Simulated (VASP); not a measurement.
Crystal: WAu.

```xyz
2
Lattice="0.0000 2.7480 2.7480 2.7480 0.0000 2.7480 2.7480 2.7480 0.0000" Properties=species:S:1:pos:R:3 pbc="T T T"
W     0.0000    0.0000    0.0000
Au    4.1220    4.1220    4.1220
```

The cell was built by a generator and needn't be a form met in nature.

| Property | Result |
| --- | --- |
| Program | VASP 6.6.1 |
| Task | relaxation of cell and atoms |
| Functional | revPBE |
| Dispersion | D3 |
| Potentials or basis | VASP PAW PBE potentials, release 64 (W_sv, Au) |
| Cutoff | 600 eV |
| k mesh | 8 × 8 × 8 |
| Occupations | fermi-dirac, width 0.05 eV |
| Spin | no spin polarisation |

At the start: pressure 21.7 GPa; volume 20.75 Å³/atom.

Task: How do energy, volume and symmetry change on relaxing?

Result: Over 5 steps the energy falls by 152.0 meV/atom and the volume is 23.27 Å³/atom (+12.1 %); space group F-43m (No. 216, to 0.05 Å).

The path:
| step | energy change (eV) | largest force (eV/Å) | pressure (GPa) | volume (Å³) |
| --- | --- | --- | --- | --- |
| 1 | 0.0000 | 0.0000 | 21.67 | 41.50 |
| 2 | 0.8125 | 0.0000 | -19.18 | 60.75 |
| 3 | -0.3013 | 0.0000 | -1.58 | 47.09 |
| 4 | -0.3039 | 0.0000 | -0.27 | 46.65 |
| 5 | -0.3040 | 0.0000 | 0.00 | 46.54 |

Final structure:
```xyz
2
Lattice="0.0000 2.8549 2.8549 2.8549 0.0000 2.8549 2.8549 2.8549 0.0000" Properties=species:S:1:pos:R:3 pbc="T T T"
W     0.0000    0.0000    0.0000
Au    4.2824    4.2824    4.2824
```

Caveat: the PAW data sets were made with another functional, which shifts forces and pressure a little; pairwise dispersion overbinds metals, which lowers pressure and volume.
